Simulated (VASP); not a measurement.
YTiF5 under changes of volume

One of the cells (17.908 Å³/atom); the others are scaled copies at fixed shape and fractional positions:

```xyz
7
Lattice="-2.1094 3.5010 4.2435 2.1094 -3.5010 4.2435 2.1094 3.5010 -4.2435" Properties=species:S:1:pos:R:3 pbc="T T T"
Y     0.0000    0.0000    4.2435
Ti    0.0000    0.0000    0.0000
F     0.0000    3.5010    0.0000
F     0.0000    0.0000    6.4573
F     0.0000    0.0000    2.0297
F     2.1094    1.2675    0.0000
F     0.0000    2.2335    4.2435
```

The cell comes from a database or a generator and needn't be the stable form of this composition.

| Property | Result |
| --- | --- |
| Program | VASP 6.6.1 |
| Functional | PBE |
| Potentials or basis | VASP PAW PBE potentials, release 64 (Y_sv, Ti_sv, F) |
| Cutoff | 520 eV |
| k mesh | 8 × 8 × 8 |
| Occupations | fermi-dirac, width 0.05 eV |
| Spin | no spin polarisation |

| volume (Å³/atom) | energy over the lowest point (meV/atom) | pressure (GPa) | largest force (eV/Å) |
| --- | --- | --- | --- |
| 16.503 | 6.53 | 3.2 | 0.812 |
| 16.854 | ? | ? | ? |
| 17.206 | 0.00 | -0.4 | 0.740 |
| 17.908 | 7.68 | -3.3 | 0.674 |
| 18.259 | 15.92 | -4.5 | 0.644 |
| 18.610 | 26.70 | -5.6 | 0.615 |

Q: What does the run at 16.854 Å³/atom give?

A: Energy over the lowest point 1.28 meV/atom; pressure 1.3 GPa; largest force 0.775 eV/Å.

Worked out: A Birch-Murnaghan fit of order 3 (a polynomial in V^(-2/3)) to the other rows has its minimum at 17.15 Å³/atom with B0 = V·E''(V) = 80 GPa and B' = 4.5 at fixed shape and positions, which overstates the stiffness. It gives 1.29 meV/atom at 16.854 Å³/atom, against the run's 1.28, and -dE/dV = 1.5 GPa, against 1.3.

Energies are extrapolated to zero smearing.
